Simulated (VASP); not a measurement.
```yaml
crystal:
  lattice:
    - [4.82100, 0.00000, 0.00000]
    - [-2.41050, 4.17511, 0.00000]
    - [0.00000, 0.00000, 7.51184]
  atoms:
    - { symbol: Lu, position: [0.33333, 0.66667, 0.24670] }
    - { symbol: Lu, position: [0.66667, 0.33333, 0.75330] }
    - { symbol: Te, position: [0.00000, 0.00000, 0.00000] }
    - { symbol: Te, position: [0.33333, 0.66667, 0.64700] }
    - { symbol: Te, position: [0.66667, 0.33333, 0.35300] }
```

All values below come from PBE GGA, VASP's PBE PAW potentials (set 64) (plane waves; VASP). Numerical set-up: 300 eV cut-off, 3×3×2 Γ-centred mesh, Fermi-Dirac smearing of 0.050 eV, potentials Lu_3 Te.

At this cut-off the stress carries a Pulay error, which pulls relaxed volumes low.

Question: What does the run give for the energy per atom (σ→0), pressure, largest force?

Answer: 
```
Item                            Value
---------------------  --------------
energy per atom (σ→0)  -4.699 eV/atom
pressure                    45.9 kbar
largest force              0.745 eV/Å
```

The structure was generated: Lu2Te3 was put into an ordered model structure, which need not be its known phase. The cell was not relaxed at this level. The k-mesh is coarse (spacing up to 0.50 per Å, 2π included), so the numbers may not be converged in it.
